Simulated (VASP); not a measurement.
A VASP calculation is set up with these files.

### INCAR
```
SYSTEM = MgO
PREC = Accurate
ENCUT = 520
EDIFF = 1E-6
NELM = 100
ALGO = Normal
LREAL = .FALSE.
LASPH = .TRUE.
ISMEAR = 0
SIGMA = 0.05
GGA = PE
LWAVE = .FALSE.
LCHARG = .FALSE.
ISIF = 2
LSORBIT = .TRUE.
MAGMOM = 0 0 0 0 0 0
GGA_COMPAT = .FALSE.
```

KPOINTS:
```
Automatic mesh
0
Gamma
8 8 8
0 0 0
```

**POSCAR**
```
MgO
1
    0.0000000000     2.1471000000     2.1471000000
    2.1471000000     0.0000000000     2.1471000000
    2.1471000000     2.1471000000     0.0000000000
Mg O
1 1
Direct
  0.0000000000   0.0000000000   0.0000000000
  0.5000000000   0.5000000000   0.5000000000
```

POTCAR, in this order: Mg O (PBE.64 set). Program: vasp_std.

Q: What happens when VASP runs on this input?

A: There is a fault: LSORBIT needs the non-collinear program vasp_ncl. VASP stops with an error: ERROR: Noncollinear calculations require that VASP is compiled without the flag -DNGXhalf and-DNGZhalf. You probably tried to run a noncollinear calculation (LNONCOLLINEAR=T) with the executable vasp_std. Use vasp_ncl instead! ----> I REFUSE TO CONTINUE WITH THIS SICK JOB ... BYE!!! <----

### standard output
```
 POSCAR found type information on POSCAR MgO
 POSCAR found :  2 types and       2 ions
 Reading from existing POTCAR

 -----------------------------------------------------------------------------
|                                                                             |
|     EEEEEEE  RRRRRR   RRRRRR   OOOOOOO  RRRRRR      ###     ###     ###     |
|     E        R     R  R     R  O     O  R     R     ###     ###     ###     |
|     E        R     R  R     R  O     O  R     R     ###     ###     ###     |
|     EEEEE    RRRRRR   RRRRRR   O     O  RRRRRR       #       #       #      |
|     E        R   R    R   R    O     O  R   R                               |
|     E        R    R   R    R   O     O  R    R      ###     ###     ###     |
|     EEEEEEE  R     R  R     R  OOOOOOO  R     R     ###     ###     ###     |
|                                                                             |
|     ERROR: Noncollinear calculations require that VASP is compiled          |
|     without the flag -DNGXhalf and-DNGZhalf.                                |
|     You probably tried to run a noncollinear calculation                    |
|     (LNONCOLLINEAR=T) with the executable vasp_std. Use vasp_ncl            |
|     instead!                                                                |
|                                                                             |
|       ---->  I REFUSE TO CONTINUE WITH THIS SICK JOB ... BYE!!! <----       |
|                                                                             |
 -----------------------------------------------------------------------------
```

To mend it, run vasp_ncl.

The mended run (PBE GGA with spin-orbit coupling, plane waves, VASP's PBE PAW potentials (set 64)) converges, and its OSZICAR ends with
```
   1 F= -.11902835E+02 E0= -.11902835E+02  d E =-.126659E-18  mag=     0.0000     0.0000    -0.0000
```

The compound is MgO in the rock salt structure. The cell was not relaxed at this level.
